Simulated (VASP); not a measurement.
Level of theory: vdW-DF2, VASP's PBE PAW potentials (set 64) (plane waves; VASP 6.6.1).

VASP ran on this input.

### KPOINTS
```
K-points
0
Gamma
6 6 6
0 0 0
```

**POSCAR**
```
SrTiO3
1
    3.9529810075     0.0000000000     0.0000000000
    0.0000000000     3.9529810075     0.0000000000
    0.0000000000     0.0000000000     3.9529810075
Sr Ti O
1 1 3
Direct
  0.0000000000   0.0000000000   0.0000000000
  0.5000000000   0.5000000000   0.5000000000
  0.5000000000   0.0000000000   0.5000000000
  0.0000000000   0.5000000000   0.5000000000
  0.5000000000   0.5000000000   0.0000000000
```

INCAR:
```
LREAL  =  .FALSE.   # projection in real space or not
NELM  =  100   # most electronic steps
ISIF  =  2
EDIFF  =  1E-7   # SCF stop (eV)
LUSE_VDW  =  .TRUE.
GGA  =  ML
ZAB_VDW  =  -1.8867
ENCUT  =  520
LASPH  =  .TRUE.
AGGAC  =  0.0
SIGMA  =  0.05   # width (eV)
LMAXMIX  =  4   # l cut-off of mixed one-centre charges
ISMEAR  =  0   # Gaussian
LWAVE  =  .FALSE.
PREC  =  Accurate
ALGO  =  Normal   # blocked Davidson
SYSTEM  =  SrTiO3
LCHARG  =  .FALSE.
```

POTCAR, in this order: Sr_sv Ti_sv O (PBE.64 set). Program: vasp_std.

Task: What will the output report for the number of irreducible k-points (NKPTS), largest plane-wave count, number of space-group operations, FFT grid (NGX, NGY, NGZ)?

Result: 
```yaml
number of irreducible k-points (NKPTS): 20
largest_plane_wave_count: 1743
number_of_space_group_operations: 48
FFT grid (NGX, NGY, NGZ): 30 × 30 × 30
```

The compound is SrTiO3 in the cubic perovskite structure, the ideal cubic form; the compound distorts at low or room temperature. This cell is one point of a volume scan, at 0.97 of the reference volume.
